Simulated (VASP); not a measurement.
# TiSnS4 (P2/m) in VASP: relaxation of cell and atoms with PBE

Aim: the relaxation of cell and atoms of TiSnS4 with PBE.

Program: VASP 6.6.1. These are calculated values, not measurements. Logs are shortened: lines on timing, memory, paths and dates and some standing lists are left out, and cuts for length are marked.

## (1) The structure

Symmetry: P2/m, No. 10, monoclinic system. The conventional cell has a = 5.880 Å, b = 3.580 Å, c = 6.200 Å, α = 90.00°, β = 90.00°, γ = 90.00°. Ti (site symmetry 2/m) is surrounded by 6 S at 2.52 Å. Around Sn (site symmetry 2/m) lie 6 S at 2.52 Å. S (site symmetry m) has 1 Ti at 2.52 Å and 2 Sn at 2.52 Å as nearest neighbours. S (site symmetry m) has 1 Sn at 2.52 Å and 2 Ti at 2.52 Å as nearest neighbours.

The cell was built by a generator and needn't be a form met in nature.

## (2) Relaxation of cell and atoms, PBE

The input, INCAR:

```
SYSTEM = TiSnS4
PREC = Normal
ENCUT = 520
EDIFF = 1E-4
ISMEAR = 0
SIGMA = 0.15
LREAL = .FALSE.
LASPH = .TRUE.
NELM = 60
ALGO = Fast
ISIF = 3
LWAVE = .FALSE.
LCHARG = .FALSE.
GGA = PE
IBRION = 2
NSW = 24
EDIFFG = -0.08
```

The input, KPOINTS:

```
Automatic mesh
0
G
  3 4 3
  0 0 0
```

The input, POSCAR:

```
TiSnS4
1.0
    5.8800000000      0.0000000000      0.0000000000
    0.0000000000      3.5800000000      0.0000000000
    0.0000000000      0.0000000000      6.2000000000
Ti Sn S
1 1 4
Direct
    0.0000000000      0.0000000000      0.0000000000
    0.0000000000      0.5000000000      0.5000000000
    0.7550000000      0.0000000000      0.6667000000
    0.2450000000      0.0000000000      0.3333000000
    0.2450000000      0.5000000000      0.8333000000
    0.7550000000      0.5000000000      0.1667000000
```

Potentials or basis: VASP PAW PBE potentials, release 64 (Ti_sv, Sn_d, S).

The run is started by

```bash
> cat potpaw_PBE.64/Ti_sv/POTCAR potpaw_PBE.64/Sn_d/POTCAR potpaw_PBE.64/S/POTCAR > POTCAR
> mpirun -np 1 vasp_std > vasp.out
```

OUTCAR:

```text
SYSTEM = TiSnS4
   PREC = Normal
   ENCUT = 520
   EDIFF = 1E-4
   ISMEAR = 0
   LREAL = .FALSE.
   LASPH = .TRUE.
   NELM = 60
   ISIF = 3
   GGA = PE
   IBRION = 2
   NSW = 24
   EDIFFG = -0.08

 ion  position               nearest neighbor table
   1  0.000  0.000  0.000-   3 2.52   4 2.52   5 2.52   6 2.52   5 2.52   6 2.52
   2  0.000  0.500  0.500-   5 2.52   6 2.52   3 2.52   4 2.52   3 2.52   4 2.52
   3  0.755  0.000  0.667-   1 2.52   2 2.52   2 2.52
   4  0.245  0.000  0.333-   1 2.52   2 2.52   2 2.52
   5  0.245  0.500  0.833-   2 2.52   1 2.52   1 2.52
   6  0.755  0.500  0.167-   2 2.52   1 2.52   1 2.52

  LATTYP: Found a simple orthorhombic cell.
 ALAT       =     3.5800000000
 B/A-ratio  =     1.6424581006
 C/A-ratio  =     1.7318435754

  Lattice vectors:

 A1 = (   0.0000000000,  -3.5800000000,   0.0000000000)
 A2 = (   5.8800000000,   0.0000000000,   0.0000000000)
 A3 = (   0.0000000000,   0.0000000000,   6.2000000000)

Analysis of symmetry for initial positions (statically):
=====================================================================
 Subroutine PRICEL returns:
 Original cell was already a primitive cell.

 Routine SETGRP: Setting up the symmetry group for a
 simple orthorhombic supercell.

 Subroutine GETGRP returns: Found  4 space group operations
 (whereof  4 operations were pure point group operations)
 out of a pool of  8 trial point group operations.

The static configuration has the point symmetry C_2h.

Analysis of symmetry for dynamics (positions and initial velocities):
=====================================================================
 Subroutine PRICEL returns:
 Original cell was already a primitive cell.

 Routine SETGRP: Setting up the symmetry group for a
 simple orthorhombic supercell.

 Subroutine GETGRP returns: Found  4 space group operations
 (whereof  4 operations were pure point group operations)
 out of a pool of  8 trial point group operations.

The dynamic configuration has the point symmetry C_2h.

 Subroutine INISYM returns: Found  4 space group operations
 (whereof  4 operations are pure point group operations),
 and found     1 'primitive' translations

----------------------------------------------------------------------------------------

                                     Primitive cell

  volume of cell :     130.5125

  direct lattice vectors                    reciprocal lattice vectors
     5.880000000  0.000000000  0.000000000     0.170068027  0.000000000  0.000000000
     0.000000000  3.580000000  0.000000000     0.000000000  0.279329609  0.000000000
     0.000000000  0.000000000  6.200000000     0.000000000  0.000000000  0.161290323

  length of vectors
     5.880000000  3.580000000  6.200000000     0.170068027  0.279329609  0.161290323

  position of ions in fractional coordinates (direct lattice)
     0.000000000  0.000000000  0.000000000
     0.000000000  0.500000000  0.500000000
     0.755000000  0.000000000  0.666700000
     0.245000000  0.000000000  0.333300000
     0.245000000  0.500000000  0.833300000
     0.755000000  0.500000000  0.166700000

  ion indices of the primitive-cell ions
   primitive index   ion index
                 1           1
                 2           2
                 3           3
                 4           4
                 5           5
                 6           6

----------------------------------------------------------------------------------------

 KPOINTS: Automatic mesh

Automatic generation of k-mesh.
 Grid dimensions read from file:
 generate k-points for:    3    4    3

 Generating k-lattice:

  Cartesian coordinates                     Fractional coordinates (reciprocal lattice)
     0.056689342  0.000000000  0.000000000     0.333333333  0.000000000  0.000000000
     0.000000000  0.069832402  0.000000000     0.000000000  0.250000000  0.000000000
     0.000000000  0.000000000  0.053763441     0.000000000  0.000000000  0.333333333

  Length of vectors
     0.056689342  0.069832402  0.053763441

  Shift w.r.t. Gamma in fractional coordinates (k-lattice)
     0.000000000  0.000000000  0.000000000

 Subroutine IBZKPT returns following result:
 ===========================================

 Found     15 irreducible k-points:

 Following reciprocal coordinates:
            Coordinates               Weight
  0.000000  0.000000  0.000000      1.000000
  0.333333  0.000000  0.000000      2.000000
  0.000000  0.250000  0.000000      2.000000
  0.333333  0.250000  0.000000      4.000000
  0.000000  0.500000  0.000000      1.000000
  0.333333  0.500000  0.000000      2.000000
  0.000000  0.000000  0.333333      2.000000
  0.333333  0.000000  0.333333      2.000000
  0.333333  0.000000 -0.333333      2.000000
  0.000000  0.250000  0.333333      4.000000
  0.333333  0.250000  0.333333      4.000000
  0.333333 -0.250000 -0.333333      4.000000
  0.000000  0.500000  0.333333      2.000000
  0.333333  0.500000  0.333333      2.000000
  0.333333  0.500000 -0.333333      2.000000
   k-points           NKPTS =     15   k-points in BZ     NKDIM =     15   number of bands    NBANDS=     30
   number of dos      NEDOS =    301   number of ions     NIONS =      6
   total plane-waves  NPLWV =  25920
   dimension x,y,z NGX =    36 NGY =   20 NGZ =   36
   dimension x,y,z NGXF=    72 NGYF=   40 NGZF=   72
   ions per type =               1   1   4
   NGX,Y,Z   is equivalent  to a cutoff of  10.18,  9.29,  9.65 a.u.
   NGXF,Y,Z  is equivalent  to a cutoff of  20.36, 18.57, 19.31 a.u.
 SYSTEM =  TiSnS4
   PREC   = normal    normal or accurate (medium, high low for compatibility)
   ISTART =      0    job   : 0-new  1-cont  2-samecut
   ICHARG =      2    charge: 1-file 2-atom 10-const
   ISPIN  =      1    spin polarized calculation?
   LNONCOLLINEAR =      F non collinear calculations
   LSORBIT =      F    spin-orbit coupling
   LASPH  =      T    aspherical Exc in radial PAW
   ENCUT  =  520.0 eV  38.22 Ry    6.18 a.u.  10.93  6.66 11.53*2*pi/ulx,y,z
   NELM   =     60;   NELMIN=  2; NELMDL= -5     # of ELM steps
   EDIFF  = 0.1E-03   stopping-criterion for ELM
   LREAL  =      F    real-space projection
   EDIFFG = -.8E-01   stopping-criterion for IOM
   NSW    =     24    number of steps for IOM
   IBRION =      2    ionic relax: 0-MD 1-quasi-New 2-CG
   NFREE  =      1    steps in history (QN), initial steepest desc. (CG)
   ISIF   =      3    stress and relaxation
   ISYM   =      2    0-nonsym 1-usesym 2-fastsym
   POTIM  = 0.5000    time-step for ionic-motion
   TEBEG  =    0.0;   TEEND  =   0.0 temperature during run
   PSTRESS=    0.0 pullay stress
   NELECT =      50.0000    total number of electrons
   NUPDOWN=      -1.0000    fix difference up-down
   EMIN   =  10.00;   EMAX   =-10.00  energy-range for DOS
   EFERMI =   0.00;   METHOD = LEGACY
   ISMEAR =     0;   SIGMA  =   0.15  broadening in eV -4-tet -1-fermi 0-gaus
   EFERMI_NEDOS =   21; number of points for ismear=-14 and -15
   IALGO  =     68    algorithm
   IMIX   =      4    mixing-type and parameters
     AMIX     =   0.40;   BMIX     =  1.00
     AMIX_MAG =   1.60;   BMIX_MAG =  1.00
  volume/ion in A,a.u.               =      21.75       146.79
  Fermi-wavevector in a.u.,A,eV,Ry     =   1.188997  2.246879 19.234750  1.413714
  Thomas-Fermi vector in A             =   2.325114
   LORBIT       =      0    0 simple, 1 ext, 2 COOP (PROOUT), +10 PAW based schemes
   GGA     = PE    functional components
   LHFCALC =     F    Hartree Fock is set to
   AEXX    =    0.0000 exact exchange contribution
   IVDW    =     0    specifies the selected vdW correction
   LEPSILON=     F    determine dielectric tensor
   LRPA    =     F    only Hartree local field effects (RPA)
 conjugate gradient relaxation of ions
 non-spin polarized calculation
 RMM-DIIS sequential band-by-band and
 Gauss-broadening in eV      SIGMA  =   0.15
  energy-cutoff  :      520.00
  volume of cell :      130.51
 maximum number of plane-waves:      3538
   NGX = 21   NGY = 13   NGZ = 23

--------------------------------------- Ionic step        1  -------------------------------------------

 number of electron      50.0000015 magnetization

 Free energy of the ion-electron system (eV)
  ---------------------------------------------------
  ext. energy  EPLUGINS =         0.00000000
  ---------------------------------------------------
  free energy    TOTEN  =       -32.41982092 eV

  energy without entropy =      -32.41399114  energy(sigma->0) =      -32.41690603

------------------------ aborting loop because EDIFF is reached ----------------------------------------

  FORCE on cell =-STRESS in cart. coord.  units (eV):
  Direction    XX          YY          ZZ          XY          YZ          ZX
  --------------------------------------------------------------------------------------
  -------------------------------------------------------------------------------------
  Total        0.6777256      0.4238898      1.7039257      0.0000000      0.0000000      0.8053264
  in kB        8.3197915      5.2036912     20.9174717      0.0000000      0.0000000      9.8862245
  external PRESSURE =      11.4803181 kB  Pullay stress =       0.0000000 kB
[... 101 lines left out ...]
  FREE ENERGIE OF THE ION-ELECTRON SYSTEM (eV)
  ---------------------------------------------------
  free  energy   TOTEN  =       -32.5925466316 eV

  energy  without entropy=      -32.5828792269  energy(sigma->0) =      -32.58771293

[... ionic steps 4 to 9 ...]

--------------------------------------- Ionic step       10  -------------------------------------------

 number of electron      50.0000039 magnetization

------------------------ aborting loop because EDIFF is reached ----------------------------------------

  FORCE on cell =-STRESS in cart. coord.  units (eV):
  Direction    XX          YY          ZZ          XY          YZ          ZX
  --------------------------------------------------------------------------------------
  -------------------------------------------------------------------------------------
  Total        0.2910711     -0.1316017      0.1314764      0.0000000      0.0000000      0.3786648
  in kB        3.4772946     -1.5721861      1.5706887      0.0000000      0.0000000      4.5237370
  external PRESSURE =       1.1585991 kB  Pullay stress =       0.0000000 kB
[... 65 lines left out ...]
  energy  without entropy=      -32.6148109217  energy(sigma->0) =      -32.62120910

--------------------------------------- Ionic step       12  -------------------------------------------

 number of electron      50.0000038 magnetization

 Free energy of the ion-electron system (eV)
  ---------------------------------------------------
  ext. energy  EPLUGINS =         0.00000000
  ---------------------------------------------------
  free energy    TOTEN  =       -32.63093998 eV

  energy without entropy =      -32.61824938  energy(sigma->0) =      -32.62459468

 E-fermi :   4.3773     XC(G=0):  -9.4503

 val. band max:        4.3227699591   @ k =   0.0000   0.0000   0.0000
 cond. band min:       4.4083621265   @ k =   0.0000   0.5000   0.3333
 fundamental gap:      0.0855921674
 Fermi energy:         4.3773061158

 k-point     1 :       0.0000    0.0000    0.0000
  band No.  band energies     occupation
      1     -53.2839      2.00000
      2     -29.5215      2.00000
      3     -29.4839      2.00000
      4     -29.4341      2.00000
      5     -17.0948      2.00000
      6     -17.0173      2.00000
[... 517 lines left out ...]
  FREE ENERGIE OF THE ION-ELECTRON SYSTEM (eV)
  ---------------------------------------------------
  free  energy   TOTEN  =       -32.6309399800 eV

  energy  without entropy=      -32.6182493756  energy(sigma->0) =      -32.62459468

 reached required accuracy - stopping structural energy minimisation
```

It took 2.5 min on 1 thread of Intel Xeon Platinum 8488C (Sapphire Rapids), shared host; peak memory 0.21 GiB.

Results:

```
Free energy                            : -32.6309 eV
Relaxed volume                         : 22.42 Å³/atom
Relaxed cell                           : a = 5.948 Å, b = 3.582 Å, c = 6.315 Å, α = 90.00°, β = 89.38°, γ = 90.00°
Space group after relaxing (to 0.05 Å) : P2/m (No. 10)
Energy gained by relaxing              : 35.2 meV/atom
Ionic steps                            : 12
Pressure after relaxing                : 0.2 GPa
Largest force after relaxing           : 0.064 eV/Å
Band gap on the k mesh                 : 0.09 eV, indirect (least direct gap 0.44 eV)
```

Forces in eV/Å, atoms in the order of the input:
```
Ti   0.000  0.000  0.000
Sn   0.000  0.000  0.000
S    0.036  0.000 -0.053
S   -0.036  0.000  0.053
S   -0.042  0.000  0.020
S    0.042  0.000 -0.020
```

Step by step:
```tsv
step	energy change (eV)	largest force (eV/Å)	pressure (GPa)	volume (Å³)
1	0.0000	1.0692	1.15	130.51
2	-0.1452	0.6225	-0.69	133.47
3	-0.1727	0.4348	-1.67	135.41
4	-0.1885	0.2881	1.70	131.50
5	-0.2022	0.1574	0.50	133.05
6	-0.2022	0.1881	0.68	133.16
7	-0.2002	0.2253	-0.17	133.65
8	-0.2020	0.1648	0.11	133.23
9	-0.2063	0.1240	0.15	133.58
10	-0.2072	0.0847	0.12	134.11
11	-0.2078	0.0819	0.07	133.97
12	-0.2111	0.0640	0.19	134.52
```

Final structure:
```xyz
6
Lattice="5.9475 0.0000 0.0325 0.0000 3.5819 0.0000 0.0341 0.0000 6.3147" Properties=species:S:1:pos:R:3 pbc="T T T"
Ti    0.0000    3.5819    0.0000
Sn    0.0170    1.7910    3.1573
S     4.5286    0.0000    4.3271
S     1.4529    3.5819    2.0201
S     1.4277    1.7910    5.3657
S     4.5539    1.7910    0.9815
```

Levels at points of the mesh, in eV from the valence-band top:
| k point | band 22 | band 23 | band 24 | band 25 | band 26 | band 27 | band 28 | band 29 |
| --- | --- | --- | --- | --- | --- | --- | --- | --- |
| (0.00, 0.00, 0.00) | -1.01 | -0.33 | -0.21 | 0.00 | 0.44 | 0.92 | 1.46 | 2.32 |
| (0.00, 0.50, 0.00) | -1.97 | -1.70 | -1.56 | -0.99 | 0.92 | 1.48 | 1.55 | 2.12 |

Caveat: the k mesh is coarse (spacing up to 0.44 Å⁻¹), so the values aren't converged; spin-orbit coupling is left out, which moves the levels of the heavy elements; an odd mesh through Γ misses points on the zone boundary, where band edges often lie; this functional lacks dispersion, which binds the layers, so the pressure and a relaxed spacing across them are unreliable; the relaxation stopped at a loose force limit of 0.08 eV/Å, so its end isn't a converged minimum.
